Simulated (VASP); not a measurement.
Sn3GeTe4: band structure with PBEsol

Crystal: Sn3GeTe4.

```
CELL_PARAMETERS angstrom
-6.19555 6.19555 0.00000
-6.19803 -0.00249 6.19744
0.00249 6.19803 6.19744
ATOMIC_POSITIONS crystal
Ge 0.00000 0.00000 0.00000
Ge 0.50000 0.00000 0.00000
Sn 0.00000 0.50000 0.00000
Sn 0.00000 0.00000 0.50000
Sn 0.50000 0.50000 0.00000
Sn 0.50000 0.00000 0.50000
Sn 0.00000 0.50000 0.50000
Sn 0.50000 0.50000 0.50000
Te 0.74380 0.75620 0.75620
Te 0.24380 0.75620 0.75620
Te 0.75000 0.23762 0.76238
Te 0.75000 0.76238 0.23762
Te 0.25000 0.23762 0.76238
Te 0.25000 0.76238 0.23762
Te 0.75620 0.24380 0.24380
Te 0.25620 0.24380 0.24380
```

The cell was built by a generator and needn't be a form met in nature.

```yaml
Program: VASP 6.6.1
Task: band structure
Functional: PBEsol
Potentials_or_basis: VASP PAW PBE potentials, release 64 (Ge_d, Sn_d, Te)
Cutoff: 520 eV
k_mesh: 6 × 6 × 6
Occupations: gaussian, width 0.03 eV
Spin: no spin polarisation
Further_INCAR_settings: ALGO = Fast; EDIFF = 1e-07; NBANDS = 94
```

```yaml
Pressure: 0.0 GPa
Largest_force: 0.005 eV/Å
Band_gap_along_the_path: none (metal or under the smearing width)
```

Forces on the atoms (eV/Å):
```
Ge   0.000  0.000  0.000
Ge   0.000  0.000  0.000
Sn   0.000  0.000  0.000
Sn   0.000  0.000  0.000
Sn   0.000  0.000  0.000
Sn   0.000  0.000  0.000
Sn   0.000  0.000  0.000
Sn   0.000  0.000  0.000
Te   0.000  0.000 -0.001
Te   0.000  0.000 -0.001
Te  -0.004 -0.004  0.000
Te   0.004  0.004  0.000
Te  -0.004 -0.004  0.000
Te   0.004  0.004  0.000
Te   0.000  0.000  0.001
Te   0.000  0.000  0.001
```

Levels at points of the mesh, in eV from the Fermi level:
| k point | band 76 | band 77 | band 78 | band 79 | band 80 | band 81 | band 82 | band 83 | band 84 | band 85 |
| --- | --- | --- | --- | --- | --- | --- | --- | --- | --- | --- |
| (0.00, 0.00, 0.00) | -1.67 | -0.26 | -0.24 | -0.02 | 0.00 | 0.00 | 0.02 | 0.17 | 0.20 | 0.28 |
| (0.50, 0.00, 0.00) | -1.96 | -1.94 | -1.94 | -0.92 | -0.92 | 1.54 | 1.54 | 1.55 | 1.55 | 1.65 |
| (0.00, 0.50, 0.00) | -1.99 | -1.94 | -1.94 | -1.15 | -0.69 | 1.43 | 1.44 | 1.59 | 1.67 | 1.67 |
| (0.50, 0.50, 0.00) | -1.19 | -0.92 | -0.92 | -0.74 | -0.74 | 0.76 | 0.76 | 0.86 | 0.86 | 0.90 |
| (0.00, 0.50, 0.50) | -1.18 | -0.93 | -0.93 | -0.86 | -0.61 | 0.65 | 0.74 | 0.77 | 0.92 | 1.05 |

Core levels (eV, on the scale of the bands):
| atom | levels |
| --- | --- |
| 1 Ge | 1s -10949.0, 2s -1360.7, 2p -1187.6, 3s -157.5, 3p -104.7 |
| 2 Ge | 1s -10949.0, 2s -1360.7, 2p -1187.6, 3s -157.5, 3p -104.7 |
| 3 Sn | 1s -28996.4, 2s -4367.9, 2p -3919.5, 3s -834.1, 3p -687.7, 3d -462.4, 4s -123.0, 4p -78.7 |
| 4 Sn | 1s -28996.4, 2s -4367.9, 2p -3919.5, 3s -834.1, 3p -687.7, 3d -462.4, 4s -123.0, 4p -78.7 |
| 5 Sn | 1s -28996.4, 2s -4367.9, 2p -3919.5, 3s -834.1, 3p -687.7, 3d -462.4, 4s -123.0, 4p -78.7 |
| 6 Sn | 1s -28996.4, 2s -4367.9, 2p -3919.5, 3s -834.1, 3p -687.7, 3d -462.4, 4s -123.0, 4p -78.7 |

Wall time 41 min on 4 MPI ranks on Intel(R) Xeon(R) Platinum 8488C (Sapphire Rapids), with other jobs on the host, peak memory 2.4 GiB a rank.

Caveat: the PAW data sets were made with another functional, which shifts forces and pressure a little; spin-orbit coupling is left out, which moves the levels of the heavy elements.
